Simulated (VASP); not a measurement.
A run of VASP 6.6.1:

The input INCAR:

```
SYSTEM = Ti2FeS4
  PREC = Accurate
  ENCUT = 520
  EDIFF = 1E-7
  ISMEAR = -1
  SIGMA = 0.05
  LREAL = .FALSE.
  LASPH = .TRUE.
  NELM = 150
  ALGO = Normal
  ISIF = 2
  LWAVE = .FALSE.
  LCHARG = .FALSE.
  GGA = PS
  LEFG = .TRUE.
```

The input KPOINTS:

```
Automatic mesh
0
G
  10 10 6
  0 0 0
```

POSCAR

```
Ti2FeS4
1.0
    6.6697945058     -1.7185000000      0.0000000000
    6.6697945058      1.7185000000      0.0000000000
   -2.6473131945      0.0000000000      5.3319735418
Ti Fe S
2 1 4
Direct
    0.2500000000      0.2500000000      0.2500000000
    0.7500000000      0.7500000000      0.7500000000
    0.0000000000      0.0000000000      0.0000000000
    0.3750000000      0.3750000000      0.0416700000
    0.6250000000      0.6250000000      0.9583300000
    0.8750000000      0.8750000000      0.5416700000
    0.1250000000      0.1250000000      0.4583300000
```

Potentials or basis: VASP PAW PBE potentials, release 64 (Ti_sv, Fe, S).

Command:

```bash
$ cat potpaw_PBE.64/Ti_sv/POTCAR potpaw_PBE.64/Fe/POTCAR potpaw_PBE.64/S/POTCAR > POTCAR
$ mpirun -np 1 vasp_std > vasp.out
```

Hardware: 1 thread of Intel(R) Xeon(R) Platinum 8488C (Sapphire Rapids), on a shared host.

**Question.** How long does it take, and how much memory?

**Answer.** Wall time 34 min on 1 thread of Intel(R) Xeon(R) Platinum 8488C (Sapphire Rapids) (shared host), peak memory 0.83 GiB. Counts: scf iterations 20, k points 172.
